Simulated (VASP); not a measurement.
**MgO: input slips in a phonon run and what they do**

Some phonon runs on MgO get a fault in the input on purpose. Which of them show, and how? The starting structure is a cell with measured lattice constants from the literature and the atomic positions of a Crystallography Open Database entry.

Program: VASP 6.6.1. Level of theory: Kohn-Sham DFT with plane waves and PAW; LDA. Results are calculated unless marked as measured.

## 1. The structure

Symmetry: Fm-3m, No. 225, cubic system. Conventional cell: a = 4.213 Å, b = 4.213 Å, c = 4.213 Å, α = 90.00°, β = 90.00°, γ = 90.00°. Mg has 6 O at 2.11 Å nearest. Nearest to O lie 6 Mg at 2.11 Å. Farther neighbours and most contacts between anions are not listed.

Coordinates:

```
Mg O
1.0
     0.00000    2.10640    2.10640
     2.10640    0.00000    2.10640
     2.10640    2.10640    0.00000
Mg O
1 1
Direct
  0.00000 0.00000 0.00000
  0.50000 0.50000 0.50000
```

## 2. Reference modes

The cell comes from a relaxation at this level, not shown (17.82 Å³).

The input, INCAR:

```
SYSTEM = MgO
PREC = Accurate
ENCUT = 520
EDIFF = 1E-08
NELM = 100
ISMEAR = 0
SIGMA = 0.03
LREAL = .FALSE.
ALGO = Normal
GGA = CA
NBANDS = 10
LORBIT = 11
LWAVE = .FALSE.
LCHARG = .FALSE.
KPAR = 4
IBRION = 8
LEPSILON = .TRUE.
LPEAD = .TRUE.
ISIF = 2
```

The input, POSCAR:

```
MgO
1.0
    0.0000000000      2.0730463737      2.0730463737
    2.0730463737      0.0000000000      2.0730463737
    2.0730463737      2.0730463737      0.0000000000
Mg O
1 1
Direct
    0.0000000000      0.0000000000      0.0000000000
    0.5000000000      0.5000000000      0.5000000000
```

The input, KPOINTS:

```
Automatic mesh
0
Gamma
12 12 12
0 0 0
```

The projector-augmented-wave data sets are Mg and O (LDA family, release 64).

Run with:

```sh
mpirun -np 4 vasp_std
```

The program printed:

```text
[banner, memory and clock lines left out]
running    4 mpi-ranks, on    1 nodes
 distrk:  each k-point on    1 cores,    4 groups
 distr:  one band on    1 cores,    1 groups

 POSCAR found type information on POSCAR MgO
 POSCAR found :  2 types and       2 ions
 LDA part: xc-table for (Slater(with rela. corr.)+CA(PZ))
 , standard interpolation
 POSCAR, INCAR and KPOINTS ok, starting setup
 FFT: planning ... GRIDC
 FFT: planning ... GRID_SOFT
 FFT: planning ... GRID
 WAVECAR not read
 entering main loop
       N       E                     dE             d eps       ncg     rms          rms(c)
DAV:   1     0.112365757639E+02    0.11237E+02   -0.48316E+03  1640   0.717E+02
DAV:   2    -0.145057058832E+02   -0.25742E+02   -0.25364E+02  1624   0.141E+02
DAV:   3    -0.150314290206E+02   -0.52572E+00   -0.52535E+00  1702   0.175E+01
DAV:   4    -0.150325782473E+02   -0.11492E-02   -0.11492E-02  1584   0.913E-01
DAV:   5    -0.150325817030E+02   -0.34557E-05   -0.34557E-05  1648   0.463E-02    0.710E+00
DAV:   6    -0.135074502266E+02    0.15251E+01   -0.87728E+00  1462   0.177E+01    0.219E+00
DAV:   7    -0.134692200723E+02    0.38230E-01   -0.49947E-02  1552   0.218E+00    0.127E+00
DAV:   8    -0.134457534323E+02    0.23467E-01   -0.26005E-02  1456   0.181E+00    0.186E-01
DAV:   9    -0.134455751628E+02    0.17827E-03   -0.18544E-04  1638   0.112E-01    0.127E-01
DAV:  10    -0.134454607650E+02    0.11440E-03   -0.28127E-04  1522   0.154E-01    0.785E-03
DAV:  11    -0.134454600108E+02    0.75414E-06   -0.37475E-06  1562   0.115E-02    0.294E-03
DAV:  12    -0.134454600132E+02   -0.23377E-08   -0.14813E-07  1578   0.280E-03    0.601E-04
DAV:  13    -0.134454600121E+02    0.10888E-08   -0.38976E-09   858   0.725E-04
   1 F= -.13445460E+02 E0= -.13445460E+02  d E =-.456908E-20
 Linear response reoptimize wavefunctions to high precision
DAV:   1    -0.134454600129E+02   -0.83139E-09   -0.12978E-10   944   0.119E-04
DAV:   2    -0.134454600129E+02   -0.15689E-10   -0.85970E-12   790   0.296E-05
 Linear response to external field (no local field effect), progress :
  Direction:   1
       N       E                     dE             d eps       ncg     rms          rms(c)
RMM:   1    -0.124279971525E+00   -0.12428E+00   -0.36707E-01   845   0.174E+00
RMM:   2    -0.124083655334E+00    0.19632E-03   -0.87438E-04   827   0.210E-01
RMM:   3    -0.124086557115E+00   -0.29018E-05   -0.19601E-06   863   0.102E-02
RMM:   4    -0.124086564990E+00   -0.78749E-08   -0.74957E-09   789   0.650E-04
 change of polarisation eV/A/(eV/A) component  1 :     0.248     0.080     0.022
 dielectric tensor                  component  1 :     3.520     0.814     0.226
 Linear response to external field (no local field effect), progress :
  Direction:   2
       N       E                     dE             d eps       ncg     rms          rms(c)
RMM:   1    -0.125553074988E+00   -0.12555E+00   -0.38001E-01   854   0.173E+00
RMM:   2    -0.125361770472E+00    0.19130E-03   -0.93835E-04   828   0.213E-01
RMM:   3    -0.125365556042E+00   -0.37856E-05   -0.23830E-06   864   0.109E-02
RMM:   4    -0.125365567644E+00   -0.11602E-07   -0.98991E-09   795   0.705E-04
RMM:   5    -0.125365567704E+00   -0.59991E-10   -0.43574E-10   236   0.593E-05
 change of polarisation eV/A/(eV/A) component  2 :     0.080     0.251    -0.037
 dielectric tensor                  component  2 :     0.814     3.546    -0.380
 Linear response to external field (no local field effect), progress :
  Direction:   3
       N       E                     dE             d eps       ncg     rms          rms(c)
RMM:   1    -0.763910496278E-01   -0.76391E-01   -0.18553E-01   866   0.135E+00
RMM:   2    -0.765648998244E-01   -0.17385E-03   -0.54887E-04   849   0.157E-01
RMM:   3    -0.765664874174E-01   -0.15876E-05   -0.12742E-06   860   0.762E-03
RMM:   4    -0.765664925699E-01   -0.51524E-08   -0.57035E-09   722   0.509E-04
 change of polarisation eV/A/(eV/A) component  3 :     0.022    -0.037     0.153
 dielectric tensor                  component  3 :     0.226    -0.380     2.555
 Linear response to external field, progress :
  Direction:   1
       N       E                     dE             d eps       ncg     rms          rms(c)
RMM:   1    -0.108806385236E+00   -0.10881E+00   -0.31155E-01  1914   0.160E+00
RMM:   2    -0.108659493771E+00    0.14689E-03   -0.78173E-04  1896   0.192E-01    0.517E-01
RMM:   3    -0.105992445355E+00    0.26670E-02   -0.11688E-03  4697   0.260E-01    0.304E-01
RMM:   4    -0.109839472939E+00   -0.38470E-02   -0.22030E-03  6745   0.352E-01    0.256E-02
RMM:   5    -0.110179261845E+00   -0.33979E-03   -0.90067E-06  4945   0.246E-02    0.466E-03
RMM:   6    -0.110204858296E+00   -0.25596E-04   -0.86302E-08  5319   0.253E-03    0.203E-03
RMM:   7    -0.110222929014E+00   -0.18071E-04   -0.26793E-08  5307   0.135E-03    0.909E-05
RMM:   8    -0.110222553497E+00    0.37552E-06   -0.35811E-10  4758   0.147E-04    0.415E-05
RMM:   9    -0.110222807806E+00   -0.25431E-06   -0.81602E-11  3250   0.380E-05    0.384E-06
 change of polarisation eV/A/(eV/A) component  1 :     0.206     0.043     0.016
 dielectric tensor                  component  1 :     3.093     0.436     0.158
 Linear response to external field, progress :
  Direction:   2
       N       E                     dE             d eps       ncg     rms          rms(c)
RMM:   1    -0.108711418484E+00   -0.10871E+00   -0.31056E-01  1920   0.161E+00
RMM:   2    -0.108674811570E+00    0.36607E-04   -0.78965E-04  1896   0.194E-01    0.517E-01
RMM:   3    -0.106007720680E+00    0.26671E-02   -0.11686E-03  4696   0.260E-01    0.304E-01
RMM:   4    -0.109854741983E+00   -0.38470E-02   -0.22030E-03  6748   0.352E-01    0.256E-02
RMM:   5    -0.110194632358E+00   -0.33989E-03   -0.89874E-06  4952   0.246E-02    0.465E-03
RMM:   6    -0.110220188410E+00   -0.25556E-04   -0.86321E-08  5334   0.253E-03    0.203E-03
RMM:   7    -0.110238274033E+00   -0.18086E-04   -0.26948E-08  5325   0.135E-03    0.911E-05
RMM:   8    -0.110237905600E+00    0.36843E-06   -0.53028E-10  4778   0.150E-04    0.405E-05
RMM:   9    -0.110238041831E+00   -0.13623E-06   -0.22959E-10  3247   0.396E-05    0.397E-06
 change of polarisation eV/A/(eV/A) component  2 :     0.033     0.206    -0.002
 dielectric tensor                  component  2 :     0.337     3.093    -0.019
 Linear response to external field, progress :
  Direction:   3
       N       E                     dE             d eps       ncg     rms          rms(c)
RMM:   1    -0.108706353366E+00   -0.10871E+00   -0.31050E-01  1920   0.161E+00
RMM:   2    -0.108676157575E+00    0.30196E-04   -0.79021E-04  1896   0.194E-01    0.517E-01
RMM:   3    -0.106009147728E+00    0.26670E-02   -0.11686E-03  4695   0.260E-01    0.304E-01
RMM:   4    -0.109856170590E+00   -0.38470E-02   -0.22031E-03  6746   0.352E-01    0.256E-02
RMM:   5    -0.110196098526E+00   -0.33993E-03   -0.89912E-06  4949   0.246E-02    0.465E-03
RMM:   6    -0.110221609686E+00   -0.25511E-04   -0.86217E-08  5335   0.253E-03    0.203E-03
RMM:   7    -0.110239703140E+00   -0.18093E-04   -0.26908E-08  5316   0.135E-03    0.911E-05
RMM:   8    -0.110239369861E+00    0.33328E-06   -0.51903E-10  4779   0.150E-04    0.405E-05
RMM:   9    -0.110239466430E+00   -0.96569E-07   -0.22958E-10  3258   0.395E-05    0.396E-06
 change of polarisation eV/A/(eV/A) component  3 :     0.004     0.024     0.206
 dielectric tensor                  component  3 :     0.045     0.247     3.093
 Linear response DOF=           2
 Linear response progress:
  Degree of freedom:   1/  2
       N       E                     dE             d eps       ncg     rms          rms(c)
RMM:   1    -0.222777296396E-02   -0.22278E-02    0.29470E-05  6843   0.523E-01
RMM:   2    -0.217896720973E-02    0.48806E-04   -0.14367E-04  4952   0.830E-02    0.365E-02
RMM:   3    -0.215082196101E-02    0.28145E-04   -0.16924E-05  5177   0.290E-02    0.187E-02
RMM:   4    -0.214992080746E-02    0.90115E-06   -0.14276E-05  5193   0.260E-02    0.331E-03
RMM:   5    -0.215029834321E-02   -0.37754E-06   -0.13751E-07  5194   0.288E-03    0.302E-04
RMM:   6    -0.215031781743E-02   -0.19474E-07   -0.59766E-10  5230   0.201E-04    0.130E-04
RMM:   7    -0.215026689796E-02    0.50919E-07   -0.21847E-10  5318   0.120E-04    0.118E-05
RMM:   8    -0.215027863956E-02   -0.11742E-07   -0.18573E-11  5409   0.124E-05    0.266E-06
RMM:   9    -0.215027912734E-02   -0.48778E-09   -0.16428E-11  4923   0.435E-06    0.384E-07
 first order change of Fermi-energy   0.53747E-04
 force on displaced ion       1 direction 1 :  -6.364   0.000   0.000
 Born effective charge ion    1 direction 1 :   1.948   0.000   0.000
 Linear response progress:
  Degree of freedom:   2/  2
       N       E                     dE             d eps       ncg     rms          rms(c)
RMM:   1    -0.348332162489E+00   -0.34833E+00    0.38601E-01  5815   0.425E+00
RMM:   2    -0.348875595501E+00   -0.54343E-03   -0.17204E-03  5132   0.332E-01    0.135E-01
RMM:   3    -0.350258156284E+00   -0.13826E-02   -0.37915E-04  4922   0.141E-01    0.714E-02
RMM:   4    -0.352370485792E+00   -0.21123E-02   -0.38064E-04  4679   0.145E-01    0.174E-02
RMM:   5    -0.352383665915E+00   -0.13180E-04   -0.46687E-06  5360   0.204E-02    0.135E-03
RMM:   6    -0.352385610719E+00   -0.19448E-05   -0.35619E-08  5507   0.172E-03    0.774E-04
RMM:   7    -0.352381040142E+00    0.45706E-05   -0.21913E-09  5461   0.337E-04    0.535E-05
RMM:   8    -0.352380953379E+00    0.86763E-07   -0.10404E-09  5624   0.603E-05    0.151E-05
RMM:   9    -0.352380996433E+00   -0.43054E-07   -0.10364E-09  5620   0.235E-05    0.248E-06
RMM:  10    -0.352380994399E+00    0.20341E-08   -0.10495E-09  4495   0.146E-05    0.448E-07
 first order change of Fermi-energy   0.12235E-02
 force on displaced ion       2 direction 1 :  -6.361   0.000   0.000
 Born effective charge ion    2 direction 1 :  -1.948   0.000   0.000
 Born effective charges drift removed
 Linear response finished
```

Run time: 42 s. Hardware: 4 MPI ranks of Intel Xeon Platinum 8259CL at 2.50GHz (Skylake/Cascade Lake), shared host; peak memory 1 GiB.

Lines that name or quote the potential files are left out of all logs, and their timing lines are given in words.

OUTCAR, selected parts (step 2):

```text
ion  position               nearest neighbor table
   1  0.000  0.000  0.000-   2 2.07   2 2.07   2 2.07   2 2.07   2 2.07   2 2.07
   2  0.500  0.500  0.500-   1 2.07   1 2.07   1 2.07   1 2.07   1 2.07   1 2.07

  LATTYP: Found a face centered cubic cell.
 ALAT       =     4.1460927474

 Subroutine GETGRP returns: Found 48 space group operations
 (whereof 48 operations were pure point group operations)

The static configuration has the point symmetry O_h .

 Found     72 irreducible k-points:

   k-points           NKPTS =     72   k-points in BZ     NKDIM =     72   number of bands    NBANDS=     10

   dimension x,y,z NGX =    24 NGY =   24 NGZ =   24
   dimension x,y,z NGXF=    48 NGYF=   48 NGZF=   48

   ENCUT  =  520.0 eV  38.22 Ry    6.18 a.u.   5.45  5.45  5.45*2*pi/ulx,y,z

   NELECT =       8.0000    total number of electrons

 k-points in reciprocal lattice and weights: Automatic mesh
   0.00000000  0.00000000  0.00000000       0.001
   0.08333333  0.00000000  0.00000000       0.005
   0.16666667  0.00000000  0.00000000       0.005
   0.25000000  0.00000000  0.00000000       0.005
   0.33333333  0.00000000  0.00000000       0.005
   0.41666667  0.00000000  0.00000000       0.005
   0.50000000  0.00000000  0.00000000       0.002
   0.08333333  0.08333333  0.00000000       0.003
   0.16666667  0.08333333  0.00000000       0.014
[...]
-0.33333333  0.50000000  0.16666667       0.007
  -0.25000000  0.50000000  0.25000000       0.003

 average (electrostatic) potential at core
       1 -34.6027       2 -70.3937

  Total       -0.0018194     -0.0018194     -0.0018194     -0.0000000     -0.0000000      0.0000000
  in kB       -0.1635993     -0.1635993     -0.1635993     -0.0000000     -0.0000000      0.0000000
  external PRESSURE =      -0.1635993 kB  Pullay stress =       0.0000000 kB

  energy-cutoff  :      520.00
  volume of cell :       17.82
      direct lattice vectors                 reciprocal lattice vectors
     0.000000000  2.073046374  2.073046374    -0.241190938  0.241190938  0.241190938
     2.073046374  0.000000000  2.073046374     0.241190938 -0.241190938  0.241190938
     2.073046374  2.073046374  0.000000000     0.241190938  0.241190938 -0.241190938

 POSITION                                       TOTAL-FORCE (eV/Angst)
 -----------------------------------------------------------------------------------
      0.00000      0.00000      0.00000        -0.000000     -0.000000      0.000000
      2.07305      2.07305      2.07305         0.000000      0.000000      0.000000
 -----------------------------------------------------------------------------------
    total drift:                               -0.000000     -0.000000      0.000000

 MACROSCOPIC STATIC DIELECTRIC TENSOR (including local field effects in DFT)
 ------------------------------------------------------
           3.093058     0.000000    -0.000000
           0.000000     3.093058     0.000000
          -0.000000     0.000000     3.093058
 ------------------------------------------------------

 PIEZOELECTRIC TENSOR (including local field effects)  for field in x, y, z        (C/m^2)
          XX          YY          ZZ          XY          YZ          ZX
  --------------------------------------------------------------------------------
  x     0.00000     0.00000     0.00000     0.00000     0.00000     0.00000
  y     0.00000     0.00000     0.00000     0.00000     0.00000     0.00000
  z     0.00000     0.00000     0.00000     0.00000     0.00000     0.00000

 BORN EFFECTIVE CHARGES (including local field effects) (in |e|, cummulative output)
 ---------------------------------------------------------------------------------
 ion    1
    1     1.94832     0.00000    -0.00000
    2     0.00000     1.94832     0.00000
    3     0.00000     0.00000     1.94832
 ion    2
    1    -1.94832    -0.00000     0.00000
    2    -0.00000    -1.94832    -0.00000
    3    -0.00000    -0.00000    -1.94832

 Eigenvectors and eigenvalues of the dynamical matrix
 ----------------------------------------------------

   1 f  =   12.694709 THz    79.763212 2PiTHz  423.449926 cm-1    52.501076 meV
             X         Y         Z           dx          dy          dz
      0.000000  0.000000  0.000000     0.000000    0.630133    0.000000
      2.073046  2.073046  2.073046     0.000000   -0.776487    0.000000

   2 f  =   12.694709 THz    79.763212 2PiTHz  423.449926 cm-1    52.501076 meV
             X         Y         Z           dx          dy          dz
      0.000000  0.000000  0.000000    -0.630133    0.000000    0.000000
      2.073046  2.073046  2.073046     0.776487    0.000000    0.000000

   3 f  =   12.694709 THz    79.763212 2PiTHz  423.449926 cm-1    52.501076 meV
             X         Y         Z           dx          dy          dz
      0.000000  0.000000  0.000000     0.000000    0.000000   -0.630133
      2.073046  2.073046  2.073046     0.000000    0.000000    0.776487

   4 f/i=    0.001225 THz     0.007694 2PiTHz    0.040848 cm-1     0.005065 meV
             X         Y         Z           dx          dy          dz
      0.000000  0.000000  0.000000     0.776487    0.000000    0.000000
      2.073046  2.073046  2.073046     0.630133    0.000000    0.000000

   5 f/i=    0.001225 THz     0.007694 2PiTHz    0.040848 cm-1     0.005065 meV
             X         Y         Z           dx          dy          dz
      0.000000  0.000000  0.000000     0.000000   -0.776487    0.000000
      2.073046  2.073046  2.073046     0.000000   -0.630133    0.000000

   6 f/i=    0.001225 THz     0.007694 2PiTHz    0.040848 cm-1     0.005065 meV
             X         Y         Z           dx          dy          dz
      0.000000  0.000000  0.000000     0.000000    0.000000    0.776487
      2.073046  2.073046  2.073046     0.000000    0.000000    0.630133

 MACROSCOPIC STATIC DIELECTRIC TENSOR IONIC CONTRIBUTION
 ------------------------------------------------------
           6.059124     0.000000    -0.000000
           0.000000     6.059124     0.000000
          -0.000000     0.000000     6.059124
 ------------------------------------------------------

 ELASTIC MODULI CONTR FROM IONIC RELAXATION (kBar)
 Direction    XX          YY          ZZ          XY          YZ          ZX
 --------------------------------------------------------------------------------
 XX           0.0000      0.0000      0.0000      0.0000      0.0000      0.0000
 YY           0.0000      0.0000      0.0000      0.0000      0.0000      0.0000
 ZZ           0.0000      0.0000      0.0000      0.0000      0.0000      0.0000
 XY           0.0000      0.0000      0.0000      0.0000      0.0000      0.0000
 YZ           0.0000      0.0000      0.0000      0.0000      0.0000      0.0000
 ZX           0.0000      0.0000      0.0000      0.0000      0.0000      0.0000
 --------------------------------------------------------------------------------

 PIEZOELECTRIC TENSOR IONIC CONTR  for field in x, y, z        (C/m^2)
          XX          YY          ZZ          XY          YZ          ZX
  --------------------------------------------------------------------------------
  x     0.00000     0.00000     0.00000     0.00000     0.00000     0.00000
  y     0.00000     0.00000     0.00000     0.00000     0.00000     0.00000
  z     0.00000     0.00000     0.00000     0.00000     0.00000     0.00000
```

Energies printed during the response cycles are not total energies of the cell.

Reference: the zone-centre mode is T1u 423.4 cm⁻¹.

[end of part 1 of 2]

[Lines on the potential files, build, host, timing and source positions are cut from VASP's logs without a mark.]

[Logs are printed without paths, hosts, clocks, repeated set-up lines and the standing remarks that a program may print on its own settings, such as how far it seeks lower states.]

[Hosts, paths, dates, database ids (printed as entryN), source tags and the programs' standing remarks are cut or masked in the printed files.]
